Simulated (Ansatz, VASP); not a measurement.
# Y in two plane-wave programs, part 2 of 2

One calculation is typed for both programs; each brings its own data sets. How far apart do they land? The cell is taken from a series of runs on this material, whose earlier steps may have relaxed, scaled, displaced or heated it; both programs get it as it stands.

VASP 6.6.1 and Ansatz 0.2.0.

So far: The starting structure; VASP: zone-centre phonons, PBEsol, pair 1; Ansatz: zone-centre phonons, PBEsol, pair 1; Comparison.

### Step 5. Ansatz: zone-centre phonons, PBEsol, pair 2

Level of this step: Ansatz beside VASP: Kohn-Sham DFT, plane waves, PBEsol (Ansatz).

Second derivatives magnify differences that forces hide, and they need a tight electronic threshold. The cell compared in this pair holds 61.35 Å³, against 60.09 Å³ for the pair before.

The cell is taken from a series of runs on this material, whose earlier steps may have relaxed, scaled, displaced or heated it; both programs get it as it stands.

File input.yaml:

```yaml
crystal:
  lattice:
    - [3.5739533162, 0.0, 0.0]
    - [-1.7869766581, 3.0951343638, 0.0]
    - [0.0, 0.0, 5.5457268987]
  atoms:
    - { symbol: "Y", position: [0.3333333333, 0.6666666667, 0.25] }
    - { symbol: "Y", position: [0.6666666667, 0.3333333333, 0.75] }
kpoints:
  mp_grid: { grid: [15, 15, 8] }
hamiltonian:
  xc: pbesol
  pseudopotentials: { kind: paw, azcp: { folder: soft_1 }, xc_functional: pbe }
scf:
  occupations: { method: methfessel_paxton, width: 0.2 }
output:
  eigenvalues: true
phonons:
  method: dfpt
```

On the command line:

```
> ansatz run input.yaml --threads 4 --pin off --max-ram 10240MiB --backend cpu --events-out ev --progress --plain --runs-dir out
```

Numbers of over 12 decimals in the logs are rounded to 6 here.

Log:

```text
[...]
Crystal: 2 atoms, lattice volume = 61.346 Å³
Basis set: ecut = 420 eV, 1153 PW (Γ), exchange–correlation on 48×48×80 points (8 copies of the dense FFT grid, shifted against one another)
Bands: 15, of which v1, the nominal top of the filled ones, is band 11 counted from 1 (10 counted from 0)
Symmetry: 24 space group operations
k-points: 320 of 1800 (irreducible under 4 space group operations, time reversal used)
[...]
k-point 1: bands = [... 7 lower, -12.0181, 5.4072, 8.0502, 11.1154, 11.7588, 11.7588, 12.1504, 12.4112]
  k-point 2: bands = [... 7 lower, -12.0548, 5.7316, 7.8437, 10.8930, 11.6578, 11.6578, 11.8498, 12.1726]
  k-point 319: bands = [... 7 lower, -12.1294, 8.6689, 8.6689, 10.2128, 10.2128, 10.8346, 10.8346, 12.6860]
[...]
ASR residual: 3.240e-5 → 0.000e0 eV/Å²; symmetrization residual: 2.185e-13 eV/Å²
  ASR residual per site (eV/Å²): 3.24e-5 3.24e-5
  Γ frequencies (cm⁻¹): 0.00 0.00 0.00 90.60 90.60 157.81
[...]
[key lines of the parts left out:]
SCF converged after 8 iterations
Free energy (F): -7590.183454 eV
Fermi energy:    10.050184 eV
```

### Step 6. VASP: zone-centre phonons, PBEsol, pair 2

The same cell, functional, mesh and smearing now go to VASP, with its own data sets.

File INCAR:

```
SYSTEM = Y
PREC = Accurate
ENCUT = 500
EDIFF = 1E-08
NELM = 120
ISMEAR = 1
SIGMA = 0.2
LREAL = .FALSE.
ALGO = Normal
GGA = PS
NBANDS = 17
LASPH = .TRUE.
LORBIT = 11
LWAVE = .FALSE.
LCHARG = .FALSE.
ISIF = 2
IBRION = 8
GGA_COMPAT = .FALSE.
KPAR = 2
```

File POSCAR:

```
Y
1.0
    3.5739533162      0.0000000000      0.0000000000
   -1.7869766581      3.0951343638      0.0000000000
    0.0000000000      0.0000000000      5.5457268987
Y
2
Direct
    0.3333333334      0.6666666668      0.2500000000
    0.6666666668      0.3333333334      0.7500000000
```

File KPOINTS:

```
Automatic mesh
0
Gamma
15 15 8
0 0 0
```

PAW data sets: Y_sv (PBE family, release 64).

On the command line:

```
> mpirun -np 2 vasp_std
```

Log:

```text
[banner, memory and clock lines left out]
running    2 mpi-ranks, on    1 nodes
[...]
[... a notice as in an earlier step ...]

 LDA part: xc-table for (Slater+PW92), standard interpolation
 POSCAR, INCAR and KPOINTS ok, starting setup
[...]
entering main loop
       N       E                     dE             d eps       ncg     rms          rms(c)
DAV:   1     0.854885105444E+02    0.85489E+02   -0.11230E+04  4598   0.120E+03
DAV:   2    -0.691225761861E+01   -0.92401E+02   -0.91074E+02  5795   0.263E+02
DAV:   3    -0.138877438682E+02   -0.69755E+01   -0.69034E+01  8227   0.438E+01
DAV:   4    -0.140521371884E+02   -0.16439E+00   -0.16431E+00  5485   0.704E+00
[...]
DAV:  14    -0.136370014667E+02   -0.61644E-07   -0.12086E-07  7590   0.147E-03    0.116E-03
DAV:  15    -0.136370014096E+02    0.57129E-07   -0.60098E-09  3537   0.767E-04    0.107E-03
DAV:  16    -0.136370014089E+02    0.71486E-09   -0.15046E-09  3108   0.280E-04
   1 F= -.13637001E+02 E0= -.13636483E+02  d E =-.155444E-02
[...]
RMM:  19    -0.257741337699E+00   -0.15519E-07   -0.10602E-06 47933   0.107E-03    0.321E-04
RMM:  20    -0.257741268319E+00    0.69380E-07   -0.75530E-07 47298   0.983E-04    0.333E-04
RMM:  21    -0.257741085774E+00    0.18254E-06   -0.55088E-07 46895   0.909E-04    0.323E-04
 first order change of Fermi-energy   0.31882E-04
 force on displaced ion       1 direction 1 :  -1.348  -0.000   0.000
 Linear response progress:
  Degree of freedom:   2/  2
       N       E                     dE             d eps       ncg     rms          rms(c)
RMM:   1    -0.311926140164E+00   -0.31193E+00    0.42075E+00  7673   0.108E+01
RMM:   2    -0.302635338124E+00    0.92908E-02   -0.19948E-01 11343   0.197E+00    0.356E-01
RMM:   3    -0.304957885987E+00   -0.23225E-02   -0.14151E-02 12591   0.588E-01    0.175E-01
RMM:   4    -0.305656039336E+00   -0.69815E-03   -0.22567E-03 14679   0.231E-01    0.370E-02
[...]
RMM:  30    -0.305216134625E+00    0.67273E-08    0.17665E-07 15436   0.440E-04    0.563E-05
RMM:  31    -0.305216147209E+00   -0.12584E-07    0.17981E-07 15182   0.432E-04    0.620E-05
RMM:  32    -0.305216145277E+00    0.19321E-08    0.88188E-08 15087   0.426E-04    0.650E-05
 first order change of Fermi-energy   0.51880E-04
 force on displaced ion       1 direction 3 :   0.000  -0.000  -4.047
 Linear response finished
```

From OUTCAR (step 6):

```text
  Total        0.2806187      0.2806187      0.2870064      0.0000000      0.0000000      0.0000000
  in kB        7.3289247      7.3289247      7.4957544      0.0000000      0.0000000      0.0000000
  external PRESSURE =       7.3845346 kB  Pullay stress =       0.0000000 kB

 POSITION                                       TOTAL-FORCE (eV/Angst)
 -----------------------------------------------------------------------------------
      0.00000      2.06342      1.38643         0.000000     -0.000000      0.000000
      1.78698      1.03171      4.15930        -0.000000      0.000000     -0.000000
 -----------------------------------------------------------------------------------
    total drift:                               -0.000000     -0.000000     -0.000000

[... 1 part as in an earlier step ...]

[... 1 further part left out ...]
```

### Step 7. Differences

Both answers:

```csv
quantity,Ansatz,VASP,difference
optical mode 1 to 2 (cm⁻¹),90.6,90.8,-0.22 %
optical mode 3 (cm⁻¹),157.8,157.4,+0.29 %
```

Modes are paired by rising frequency, not by their patterns, so a pair may set unlike modes beside each other; they are those without the splitting of longitudinal modes.

### Step 8. Results

| Item | Value |
| --- | --- |
| r.m.s. difference of the optical zone-centre modes, each program's sorted by frequency (zone-centre phonons, PBEsol, pair 1) | 0.34 cm⁻¹ |
| r.m.s. difference of the optical zone-centre modes, each program's sorted by frequency (zone-centre phonons, PBEsol, pair 2) | 0.31 cm⁻¹ |

The r.m.s. difference of the optical zone-centre modes, each program's sorted by frequency is 0.34 cm⁻¹ (zone-centre phonons, PBEsol, pair 1). How closely two codes agree says nothing of how well the functional describes the real material.

[Lines on the potential files, build, host, timing and source positions are cut from VASP's logs without a mark.]

[Logs are printed without paths, hosts, clocks, repeated set-up lines and the standing remarks that a program may print on its own settings, such as how far it seeks lower states.]

[Hosts, paths, dates, database ids (printed as entryN), source tags and the programs' standing remarks are cut or masked in the printed files.]
